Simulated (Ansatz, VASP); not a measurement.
# Two plane-wave programs on WI

```xyz
2
Lattice="0.0000 3.0294 3.0294 3.0294 0.0000 3.0294 3.0294 3.0294 0.0000" Properties=species:S:1:pos:R:3 pbc="T T T"
W     0.0000    0.0000    0.0000
I     1.5147    1.5147    1.5147
```

Alike in both runs: functional PBE; k mesh 16 × 16 × 16; occupations gaussian, width 0.1 eV; no spin polarisation.

Ansatz relaxed the structure, and its values are those at the end. VASP's run is a single point on that final structure, the one shown.

```csv
,VASP,Ansatz
version,VASP 6.6.1,Ansatz 0.2.0
potentials or method,"VASP PAW PBE potentials, release 64 (W_sv, I)","scalar-relativistic, plane waves, PAW"
plane-wave cutoff (eV),520,420
valence electrons in the cell,21,31
```

VASP gave:

| Quantity | Value |
| --- | --- |
| gap on the k mesh at the Fermi level (eV) | none |
| pressure (GPa) | -0.1 |

Question: Estimate Ansatz's values.

Answer: gap on the k mesh at the Fermi level (eV): none; pressure (GPa): 0.0.

A gap of «none» marks a metal or a gap that the smearing closes. The two sets of potentials don't hold the same shells in valence.

Caveats: an odd number of electrons without spin polarisation forces a metal; a magnetic or distorted state may lie lower. Spin-orbit coupling is left out, which matters for the levels of I, W.
